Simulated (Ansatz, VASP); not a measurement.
# NiPt: VASP beside Ansatz, part 2 of 2

Wanted: the spread between two codes on one cell, functional and k mesh.

VASP 6.6.1 and Ansatz 0.2.0.

So far. Step 2 (Ansatz: single point, r2SCAN): The run ends at a pressure of 0.07 GPa, with forces up to 0.30 eV/Å.

## (3) VASP: single point, r2SCAN (continued)

Level of this step: r2SCAN, spin-polarised from a ferromagnetic start (one magnetic atom a cell); plane waves and PAW (Ni, Pt) (VASP).

Numbers of over 12 decimals in the logs are rounded to 6 here.

Parts of OUTCAR (step 3):

```text
ion  position               nearest neighbor table
   1  0.494  0.512  0.510-   2 2.59   2 2.59   2 2.59   2 2.59   2 2.65   2 2.65   2 2.65   2 2.65

  LATTYP: Found a simple tetragonal cell.
 ALAT       =     2.7099397941
 C/A-ratio  =     1.3204426193

 Subroutine GETGRP returns: Found  1 space group operations
 (whereof  1 operations were pure point group operations)

The static configuration has the point symmetry C_1 .

 Found    196 irreducible k-points:

   k-points           NKPTS =    196   k-points in BZ     NKDIM =    196   number of bands    NBANDS=     17

   dimension x,y,z NGX =    18 NGY =   18 NGZ =   24
   dimension x,y,z NGXF=    36 NGYF=   36 NGZF=   48

   ENCUT  =  400.0 eV  29.40 Ry    5.42 a.u.   4.42  4.42  5.84*2*pi/ulx,y,z

   NELECT =      20.0000    total number of electrons

 k-points in reciprocal lattice and weights: Automatic mesh
   0.00000000  0.00000000  0.00000000       0.003
   0.12500000  0.00000000  0.00000000       0.005
   0.00000000  0.12500000  0.00000000       0.005
   0.25000000  0.00000000  0.00000000       0.005
   0.00000000  0.25000000  0.00000000       0.005
   0.37500000  0.00000000  0.00000000       0.005
   0.00000000  0.37500000  0.00000000       0.005
   0.50000000  0.00000000  0.00000000       0.003
   0.00000000  0.50000000  0.00000000       0.003
[...]
-0.37500000  0.50000000  0.50000000       0.005
   0.50000000  0.50000000  0.50000000       0.003

 average (electrostatic) potential at core
       1 -86.5068       2 -69.2600

 E-fermi :  10.0897

 spin component 1
 k-point     1 :       0.0000    0.0000    0.0000
  band No.  band energies     occupation
    ...
      7       8.0175      1.00000
      8       8.6098      1.00000
      9       9.5793      1.00000
     10       9.5956      1.00000
     11       9.6503      1.00000
     12      13.3341      0.00000
     13      21.3944      0.00000
     14      22.3993      0.00000
     15      22.4378      0.00000
     16      29.0370      0.00000
    ...

 k-point     2 :       0.1250    0.0000    0.0000
  band No.  band energies     occupation
    ...
      7       7.9354      1.00000
      8       8.5915      1.00000
      9       8.7177      1.00000
     10       9.3006      1.00000
     11       9.4813      1.00000
     12      14.6239      0.00000
     13      19.9139      0.00000
     14      21.7341      0.00000
     15      23.1903      0.00000
     16      29.1900      0.00000
    ...

 k-point     3 :       0.0000    0.1250    0.0000
  band No.  band energies     occupation
    ...
      7       7.9346      1.00000
      8       8.5945      1.00000
      9       8.7042      1.00000
     10       9.2919      1.00000
     11       9.4953      1.00000
     12      14.6203      0.00000
     13      19.9236      0.00000
     14      21.7457      0.00000
     15      23.1615      0.00000
     16      29.2113      0.00000
    ...

 k-point     4 :       0.2500    0.0000    0.0000
  band No.  band energies     occupation
    ...
      7       7.6516      1.00000
      8       7.7400      1.00000
      9       8.5468      1.00000
     10       8.7865      1.00000
     11       9.1995      1.00000
     12      16.6062      0.00000
     13      17.0780      0.00000
     14      21.5496      0.00000
     15      25.1390      0.00000
     16      27.2250      0.00000
    ...

 k-point     5 :       0.0000    0.2500    0.0000
  band No.  band energies     occupation
    ...
      7       7.6881      1.00000
      8       7.7231      1.00000
      9       8.5493      1.00000
     10       8.7569      1.00000
     11       9.2092      1.00000
     12      16.6160      0.00000
     13      17.0711      0.00000
     14      21.5480      0.00000
     15      25.1303      0.00000
     16      27.2308      0.00000
    ...

 k-point     6 :       0.3750    0.0000    0.0000
  band No.  band energies     occupation
    ...
      7       7.4523      1.00000
      8       7.5431      1.00000
      9       8.0067      1.00000
     10       8.7884      1.00000
     11       9.4695      1.00000
     12      13.7855      0.00000
     13      19.8027      0.00000
     14      21.5146      0.00000
     15      25.4874      0.00000
     16      26.7175      0.00000
    ...

  Total        0.0552954      0.0495512     -0.1023760     -0.0007575      0.0047485     -0.0003228
  in kB        3.3713318      3.0211077     -6.2418058     -0.0461867      0.2895128     -0.0196819
  external PRESSURE =       0.0502112 kB  Pullay stress =       0.0000000 kB

  energy-cutoff  :      400.00
  volume of cell :       26.28
      direct lattice vectors                 reciprocal lattice vectors
     2.709939794  0.000000000  0.000000000     0.369011888  0.000000000  0.000000000
     0.000000000  2.709939794  0.000000000     0.000000000  0.369011888  0.000000000
     0.000000000  0.000000000  3.578320000     0.000000000  0.000000000  0.279460753

 POSITION                                       TOTAL-FORCE (eV/Angst)
 -----------------------------------------------------------------------------------
      1.33942      1.38628      1.82470         0.006510     -0.303048     -0.021953
      2.69449      2.68470      0.03319        -0.006510      0.303048      0.021953
 -----------------------------------------------------------------------------------
    total drift:                                0.012706     -0.007765     -0.000726

  FREE ENERGIE OF THE ION-ELECTRON SYSTEM (eV)
  ---------------------------------------------------
  free  energy   TOTEN  =       -63.7125617941 eV

  energy  without entropy=      -63.7098002198  energy(sigma->0) =      -63.71118101

 total charge
# of ion       s       p       d       tot
------------------------------------------
    1        0.448   0.475   8.295   9.218
    2        0.710   0.639   8.065   9.414
--------------------------------------------------
tot          1.157   1.114  16.361  18.632

 magnetization (x)
# of ion       s       p       d       tot
------------------------------------------
    1       -0.006  -0.014   0.963   0.943
    2       -0.006  -0.045   0.444   0.393
--------------------------------------------------
tot         -0.011  -0.059   1.407   1.337

[... 6 further parts left out ...]
```

The magnetic state follows from one typed start and may not be the lowest. The k-mesh is coarse for a metal. SCAN-type functionals tend to overstate the moments of itinerant magnets. The PAW data sets were made with PBE, which is usual practice but a small mismatch for other functionals.

## (4) Comparison

Known differences besides the potentials themselves: VASP keeps PBE cores, Ansatz makes them for the functional; the data sets hold 36 valence electrons in Ansatz (default PAW (the set named soft_2) files) and 20 in VASP; the cutoff is 500 eV in Ansatz and 400 eV in VASP; site moments are counted in spheres of each program's own size. Total energies have different zeros and are not compared.

Both answers:

```
                                        quantity  Ansatz  VASP  difference
                                  pressure (GPa)    0.07  0.01       +0.06
pressure without Ansatz's Pulay correction (GPa)   -0.07  0.01       -0.08
                               total moment (μB)    1.35  1.31       +0.04
                              moment on Ni1 (μB)    1.00  0.94       +0.06
                              moment on Pt2 (μB)    0.43  0.39       +0.04
```

Forces (eV/Å; atoms numbered as in POSCAR):

```
atom         Ansatz x, y, z           VASP x, y, z
 Ni1  0.001, -0.296, -0.021  0.007, -0.303, -0.022
 Pt2   -0.001, 0.296, 0.021   -0.007, 0.303, 0.022
```

The forces differ by 5.2 meV/Å r.m.s., which is 2.9 % of the r.m.s. force of 0.18 eV/Å (both taken over all components). Ansatz's pressure holds a Pulay correction of 0.14 GPa; VASP's holds none.

## (5) Outcome

```yaml
r_m_s_force_difference_single_point_r2scan: 5.2 meV/Å
```

The r.m.s. force difference is 5.2 meV/Å (single point, r2SCAN), within the 12 meV/Å picked in this series as the mark of a large difference. How closely two codes agree says nothing of how well the functional describes the real material.

[Lines on the potential files, build, host, timing and source positions are cut from VASP's logs without a mark.]

[Logs are printed without paths, hosts, clocks, repeated set-up lines and the standing remarks that a program may print on its own settings, such as how far it seeks lower states.]

[Hosts, paths, dates, database ids (printed as entryN), source tags and the programs' standing remarks are cut or masked in the printed files.]
